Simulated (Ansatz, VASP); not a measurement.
# CoO (zincblende prototype): VASP beside Ansatz

Aim: how closely do two programs agree when they are given the same cell, functional and k mesh? The cell is invented: As first built, before any earlier steps moved the atoms (in the runner's words): zincblende prototype, lattice guessed from radii. It may not be a known or stable phase. The cell is taken from a series of runs on this material, whose earlier steps may have relaxed, scaled, displaced or heated it; both programs get it as it stands.

Program: Ansatz 0.2.0. Level of theory: plane waves, with VASP 6.6.1 beside it; single point at LDA, DFT+U. Results are calculated unless marked as measured.

### Step 1. Set-up

Symmetry: F-43m, No. 216, cubic system. The conventional cell has a = 4.570 Å, b = 4.570 Å, c = 4.570 Å, α = 90.00°, β = 90.00°, γ = 90.00°. Nearest to Co lie 4 O at 1.98 Å. Nearest to O lie 4 Co at 1.98 Å. As first built, before any earlier steps moved the atoms (in the runner's words): zincblende prototype, lattice guessed from radii. Farther neighbours and most contacts between anions are not listed.

### Step 2. Ansatz: single point, LDA, DFT+U, pair 1

Ansatz runs on its default PAW (the set named soft_2) files.

A single point gives forces, pressure and levels at one fixed geometry, so differences don't come from the geometry; what else differs is listed under the comparison.

The input, input.yaml:

```yaml
crystal:
  lattice:
    - [0.0, 2.285144763, 2.285144763]
    - [-2.285144763, 0.0, -2.285144763]
    - [-4.570289526, -4.570289526, 4.570289526]
  atoms:
    - { symbol: Co, position: [0.0, 0.0, 0.0], spin: 3.0 }
    - { symbol: Co, position: [0.333333333, 0.666666667, 0.666666667], spin: 3.0 }
    - { symbol: Co, position: [0.666666667, 0.333333333, 0.333333333], spin: -3.0 }
    - { symbol: O, position: [0.333333333, 0.666666667, 0.916666667] }
    - { symbol: O, position: [0.666666667, 0.333333333, 0.583333333] }
    - { symbol: O, position: [0.0, 0.0, 0.25] }
magnetization:
  spin_polarized: true
kpoints:
  mp_grid: { grid: [10, 10, 4] }
hamiltonian:
  xc: lda
  hubbard:
    sites:
      - { species: Co, l: d, u_eff: 5.25 }
      - { site: 0, l: d, u_eff: 5.25, starting_ns: [{ spin: up, occupation_matrix: co1_major }, { spin: down, occupation_matrix: co1_minor }] }
      - { site: 1, l: d, u_eff: 5.25, starting_ns: [{ spin: up, occupation_matrix: co1_major }, { spin: down, occupation_matrix: co1_minor }] }
      - { site: 2, l: d, u_eff: 5.25, starting_ns: [{ spin: up, occupation_matrix: co1_minor }, { spin: down, occupation_matrix: co1_major }] }
    projectors: ortho-atomic
    occupation_matrices:
      co1_major:
        matrix:
          - [0.999, 0.0, 0.0, 0.0, 0.0]
          - [0.0, 0.994, 0.0, 0.0, 0.0]
          - [0.0, 0.0, 0.994, 0.0, 0.0]
          - [0.0, 0.0, 0.0, 0.999, 0.0]
          - [0.0, 0.0, 0.0, 0.0, 0.994]
      co1_minor:
        matrix:
          - [0.989, 0.0, 0.0, 0.0, 0.0]
          - [0.0, 0.115, 0.0, 0.0, 0.0]
          - [0.0, 0.0, 0.115, 0.0, 0.0]
          - [0.0, 0.0, 0.0, 0.989, 0.0]
          - [0.0, 0.0, 0.0, 0.0, 0.115]
scf:
  occupations: { method: fermi_dirac, width: 0.05 }
output:
  eigenvalues: true
```

Command:

```bash
$ ansatz run input.yaml --threads 4 --pin off --max-ram 8192MiB --backend cpu --events-out ev --progress --plain --runs-dir out
```

Numbers of over 12 decimals in the logs are rounded to 6 here.

What it wrote:

```text
Engine: ansatz 0.2.0, aarch64-unknown-linux-gnu
Pseudopotentials: kind: paw
Pseudopotential: Co, paw, valence charge 17, recommended cutoff 420 eV (normal), Co.paw.azcp
Pseudopotential: O, paw, valence charge 6, recommended cutoff 420 eV (normal), O.paw.azcp
Functional definition: SPW92
  exchange = slater_x
  correlation = pw_c
Crystal: 6 atoms, lattice volume = 71.597 Å³
Basis set: ecut = 420 eV, 1395 PW (Γ)
Bands: 47, of which v1, the nominal top of the filled ones, is band 35 counted from 1 (34 counted from 0)
Symmetry: 6 space group operations
Space group: P3m1 (ITA 156), of the structure as read, at distance tolerance 4.2e-5 Å
Magnetic group: BNS 156.49 (UNI 1279), of the structure as read, at distance tolerance 4.2e-5 Å
k-points: 50 of 400 (time reversal used)
Non-local potential: Co, projectors of the file, l = 0: 3, l = 1: 2, l = 2: 3, l = 3: 1
Non-local potential: O, projectors of the file, l = 0: 2, l = 1: 2, l = 2: 1
PAW form: soft (Blöchl's): semilocal exchange-correlation on the pseudo side does not see the compensation charge
PAW frozen core: Co, regenerated for the run's functional, and the local potential with it (the file was generated under x = pbe(κ = 0.804, μ = 0.219515), c = pbe(β = 0.066725))
PAW frozen core: O, regenerated for the run's functional, and the local potential with it (the file was generated under x = pbe(κ = 0.804, μ = 0.219515), c = pbe(β = 0.066725))
PAW one-centre angular grid: Co, 590 points (default); XC on 64 Gauss nodes
PAW one-centre angular grid: O, 110 points (default); XC on 64 Gauss nodes
Initial density: superposition of atomic densities (chi_scale 0.1, normalization cell, long waves kept (reshape's long-wave potential 0.00 eV rms))
Starting moments: Σ|m| = 9 μB on 3 of 6 sites
Initial wavefunctions: pseudopotential atomic-orbital guess
Functional: x = slater, c = lda
SCF iter   1: F=—  HF=-16847.842676 eV  |F-HF|=—  |Δ(HF+E_count)|=         —  Δρ=1.25e-1 (↑1.03e-1 ↓1.25e-1)  dr2=2.23e1  dr2_m=1.60e0  M=2.943 μB ∫|m|=7.970 μB  β_m=0.30  ethr=3.10e-3  ⟨swp⟩=6.0  Hψ=16476  notcnv=0  defer=8
preconditioner: auto → Kerker (q_TF=auto, 2.712 Å⁻¹)  [metal: Δε(μ)=0.034 eV  Ē_g=12.764 eV  σ=0.050 eV  W_gap=0.16  n_scr=24 (ndim 8)  ℏωp=29.4 eV  f_vac=0.000  D(μ)=0.84/eV (n_scr^D=2)]
spin=Collinear: Kerker preconditioning applied to the charge; magnetization (m = ρ↑ − ρ↓) channel mixes plain (no charge-response kernel on spin).
SCF iter   2: F=—  HF=-16844.716841 eV  |F-HF|=—  |Δ(HF+E_count)|=    3.13e0  Δρ=5.17e-2 (↑4.12e-2 ↓5.17e-2)  dr2=1.99e0  dr2_m=5.97e-1  M=3.000 μB ∫|m|=8.551 μB  β_m=1.00  ethr=3.10e-3  ⟨swp⟩=3.0  Hψ=10489  notcnv=0  defer=446
preconditioner: auto → Resta (q_TF=auto, 2.712 Å⁻¹)  ε∞=6.4  [insulator: Δε(μ)=1.376 eV  Ē_g=12.655 eV  σ=0.050 eV  W_gap=1.00  n_scr=24 (ndim 8)  ℏωp=29.4 eV  f_vac=0.000  D(μ)=0.00/eV (n_scr^D=0)  ε∞_Penn≈6.4]
spin=Collinear: Resta preconditioning applied to the charge; magnetization (m = ρ↑ − ρ↓) channel mixes plain (no charge-response kernel on spin).
SCF iter   3: F=—  HF=-16844.649643 eV  |F-HF|=—  |Δ(HF+E_count)|=   6.72e-2  Δρ=2.53e-2 (↑2.53e-2 ↓2.45e-2)  dr2=8.96e-1  dr2_m=4.78e-3  M=3.000 μB ∫|m|=8.587 μB  β_m=1.00  ethr=2.88e-3  ⟨swp⟩=2.0  Hψ=6189  notcnv=0  defer=561
SCF iter   4: F=—  HF=-16844.536576 eV  |F-HF|=—  |Δ(HF+E_count)|=   1.13e-1  Δρ=9.03e-3 (↑9.03e-3 ↓8.97e-3)  dr2=9.32e-2  dr2_m=2.05e-3  M=3.000 μB ∫|m|=8.607 μB  β_m=1.00  ethr=1.30e-3  ⟨swp⟩=2.5  Hψ=6944  notcnv=0  defer=561
SCF iter   5: F=—  HF=-16844.651334 eV  |F-HF|=—  |Δ(HF+E_count)|=   1.15e-1  Δρ=3.38e-3 (↑3.27e-3 ↓3.38e-3)  dr2=2.03e-2  dr2_m=3.75e-4  M=3.000 μB ∫|m|=8.618 μB  β_m=0.30  ethr=1.35e-4  ⟨swp⟩=2.1  Hψ=9482  notcnv=0  defer=550
Mixer restart at iter 5: flushing history
spin-set hold released at iteration 5 (site moments contracting): the magnetisation degrees of freedom join the quasi-Newton model from the next iteration; the mixer history was flushed
SCF iter   6: F=—  HF=-16844.691552 eV  |F-HF|=—  |Δ(HF+E_count)|=   4.02e-2  Δρ=2.51e-3 (↑2.42e-3 ↓2.51e-3)  dr2=1.09e-2  dr2_m=1.67e-4  M=3.000 μB ∫|m|=8.617 μB  β_m=0.65  ethr=2.95e-5  ⟨swp⟩=1.5  Hψ=4465  notcnv=0  defer=550
SCF iter   7: F=—  HF=-16844.732319 eV  |F-HF|=—  |Δ(HF+E_count)|=   4.08e-2  Δρ=1.04e-3 (↑7.77e-4 ↓1.04e-3)  dr2=1.26e-3  dr2_m=5.71e-5  M=3.000 μB ∫|m|=8.617 μB  β_m=0.61  ethr=1.59e-5  ⟨swp⟩=2.0  Hψ=8293  notcnv=0  defer=550
SCF iter   8: F=—  HF=-16844.732243 eV  |F-HF|=—  |Δ(HF+E_count)|=   7.57e-5  Δρ=4.45e-4 (↑4.45e-4 ↓4.11e-4)  dr2=2.63e-4  dr2_m=3.46e-5  M=3.000 μB ∫|m|=8.616 μB  β_m=0.80  ethr=1.83e-6  ⟨swp⟩=2.0  Hψ=7434  notcnv=0  defer=550
SCF iter   9: F=—  HF=-16844.732408 eV  |F-HF|=—  |Δ(HF+E_count)|=   1.65e-4  Δρ=3.64e-4 (↑2.76e-4 ↓3.64e-4)  dr2=1.38e-4  dr2_m=1.09e-5  M=3.000 μB ∫|m|=8.616 μB  β_m=0.82  ethr=3.82e-7  ⟨swp⟩=2.0  Hψ=7500  notcnv=0  defer=550
SCF iter  10: F=—  HF=-16844.732440 eV  |F-HF|=—  |Δ(HF+E_count)|=   3.16e-5  Δρ=1.44e-4 (↑1.11e-4 ↓1.44e-4)  dr2=1.17e-5  dr2_m=4.78e-6  M=3.000 μB ∫|m|=8.616 μB  β_m=0.91  ethr=2.00e-7  ⟨swp⟩=2.0  Hψ=7198  notcnv=0  defer=550
SCF iter  11: F=—  HF=-16844.732475 eV  |F-HF|=—  |Δ(HF+E_count)|=   3.48e-5  Δρ=9.52e-5 (↑7.98e-5 ↓9.52e-5)  dr2=6.68e-6  dr2_m=1.73e-6  M=3.000 μB ∫|m|=8.615 μB  β_m=0.96  ethr=1.69e-8  ⟨swp⟩=2.0  Hψ=7554  notcnv=0  defer=550
SCF iter  12: F=—  HF=-16844.732492 eV  |F-HF|=—  |Δ(HF+E_count)|=   1.75e-5  Δρ=1.10e-4 (↑1.10e-4 ↓1.07e-4)  dr2=2.06e-5  dr2_m=4.90e-7  M=3.000 μB ∫|m|=8.615 μB  β_m=0.79  ethr=9.69e-9  ⟨swp⟩=2.0  Hψ=7600  notcnv=0  defer=550
SCF iter  13: F=—  HF=-16844.732491 eV  |F-HF|=—  |Δ(HF+E_count)|=   8.93e-7  Δρ=2.18e-5 (↑1.86e-5 ↓2.18e-5)  dr2=6.03e-7  dr2_m=7.16e-8  M=3.000 μB ∫|m|=8.615 μB  β_m=0.90  ethr=9.69e-9  ⟨swp⟩=2.0  Hψ=7543  notcnv=0  defer=550
SCF iter  14: F=—  HF=-16844.732492 eV  |F-HF|=—  |Δ(HF+E_count)|=   1.01e-6  Δρ=2.36e-5 (↑2.34e-5 ↓2.36e-5)  dr2=9.48e-7  dr2_m=1.62e-8  M=3.000 μB ∫|m|=8.615 μB  β_m=0.84  ethr=8.74e-10  ⟨swp⟩=2.0  Hψ=7610  notcnv=0  defer=550
SCF iter  15: F=—  HF=-16844.732492 eV  |F-HF|=—  |Δ(HF+E_count)|=   9.37e-8  Δρ=1.02e-5 (↑1.02e-5 ↓1.02e-5)  dr2=1.74e-7  dr2_m=2.68e-9  M=3.000 μB ∫|m|=8.615 μB  β_m=0.74  ethr=8.74e-10  ⟨swp⟩=2.0  Hψ=7550  notcnv=0  defer=550
SCF iter  16: F=-16844.732492 eV  HF=-16844.732492 eV  |F-HF|=1.25e-9  |Δ(HF+E_count)|=   2.05e-8  Δρ=3.02e-6 (↑1.97e-6 ↓3.02e-6)  dr2=6.17e-9  dr2_m=1.12e-9  M=3.000 μB ∫|m|=8.615 μB  ethr=1.45e-10  ⟨swp⟩=8.2  Hψ=15538  notcnv=0
SCF 1 converged in 16 iterations: F = -16844.732492 eV  dr2 = 6.17e-9
  greatest PAW one-centre occupation: 1.004 electrons in one spin orbital (limit 2), on the Co atom at site 0 (counted from 0), in its partial waves of l = 1
SCF converged after 16 iterations
Magnetization: 3.0000 μB (36.0000 up, 33.0000 down)
Absolute magnetization: 8.6089 μB (∫|ρ↑−ρ↓|, with the PAW one-centre terms)
Spin contamination: 2.9315 ħ² per cell (⟨S²⟩ above its minimum at these occupations)
Per-site moments (μB) at R_I (Å): [(2.456800, 0.816335), (2.454408, 0.816335), (-2.430558, 0.816335), (0.177599, 0.816335), (0.096055, 0.816335), (-0.085921, 0.816335)]
Free energy (F): -16844.732492 eV
Harris-Foulkes:  -16844.732492 eV  (|F-HF|=1.25e-9)
Internal energy: -16844.732491 eV  (E = F + TS)
E sigma→0 (E₀):  -16844.732492 eV
Entropy (-TS):   -0.000001 eV (-0.000 meV/atom)
Fermi energy:    9.761113 eV
--- Per-component energies (eV) ---
  E_band       = -1213.276451
  E_kinetic    = 1848.467962
  E_local      = -11807.260514  (includes V_loc(G=0)·N_el)
  E_nonlocal   = 1557.159061
  E_hartree    = 4848.190855
  E_xc         = -675.707118
  E_vxc        = -874.428202  (∫ρ·V_xc dr)
  E_hubbard    = 2.872475  (on-site DFT+U / exact-exchange correction)
  E_vhub       = -51.884247  (the Hubbard potential's part of the band-sum identity)
  E_paw        = -4804.638932  (= ΣΔE_a)
  E_vpaw       = -1581.725667  (= ΣTr[D̂ρ^β])
  E_aug_tail   = 0.008066  (compensation charges beyond the density's cutoff)
  E_ewald      = -7815.369862
  E_core_change = 1.545516  (= ΣΔE_core)
  E_smearing   = -0.000001  (= −TS)
  E_closure    = -0.000000  (closes the sum)
  Σ components = -16844.732492   (vs F -16844.732492, Δ=0.00e0)
--- Specified on-site occupations, and those of the state reported ---
  electrons in the specified blocks: 21.9090 specified, 21.9540 found
  site 0 (l=d) ↓: largest change of an orbital's occupation 0.0195; electrons 2.3230 specified, 2.3406 found; spectral distance 0.0086
  site 2 (l=d) ↑: largest change of an orbital's occupation 0.0178; electrons 2.3230 specified, 2.3565 found; spectral distance 0.0195
  site 1 (l=d) ↓: largest change of an orbital's occupation 0.0151; electrons 2.3230 specified, 2.3416 found; spectral distance 0.0153
  site 2 (l=d) ↓: largest change of an orbital's occupation 0.0056; electrons 4.9800 specified, 4.9674 found; spectral distance 0.0066
  site 1 (l=d) ↑: largest change of an orbital's occupation 0.0039; electrons 4.9800 specified, 4.9736 found; spectral distance 0.0043
  site 0 (l=d) ↑: largest change of an orbital's occupation 0.0020; electrons 4.9800 specified, 4.9742 found; spectral distance 0.0026
--- Band table (eV; the first three rows and the last of 100) ---
  k-point 0 ↑: bands = [... 31 lower, 8.5297, 8.8542, 8.8542, 9.1959, 9.1959, 10.1526, 12.6915, 13.4315, ... 8 higher]
  k-point 1 ↑: bands = [... 31 lower, 8.3570, 8.8001, 8.8001, 9.2351, 9.2351, 10.5635, 12.4205, 13.0516, ... 8 higher]
  k-point 2 ↑: bands = [... 31 lower, 8.2129, 8.7536, 8.7536, 9.2668, 9.2668, 11.3099, 11.6232, 12.9156, ... 8 higher]
  k-point 49 ↓: bands = [... 31 lower, 7.9827, 8.4446, 11.0821, 11.4947, 12.2521, 12.5382, 12.6077, 12.6312, ... 8 higher]
Occupation matrices written to <dir>
```

In the SCF lines HF is the Harris–Foulkes energy and dr2 the Hartree energy of the density residual, in eV; the loop may stop once dr2 is under the threshold and the program's other checks hold. Hψ counts applications of the Hamiltonian.

[end of part 1 of 3]

[Lines on the potential files, build, host, timing and source positions are cut from VASP's logs without a mark.]

[Logs are printed without paths, hosts, clocks, repeated set-up lines and the standing remarks that a program may print on its own settings, such as how far it seeks lower states.]

[Hosts, paths, dates, database ids (printed as entryN), source tags and the programs' standing remarks are cut or masked in the printed files.]
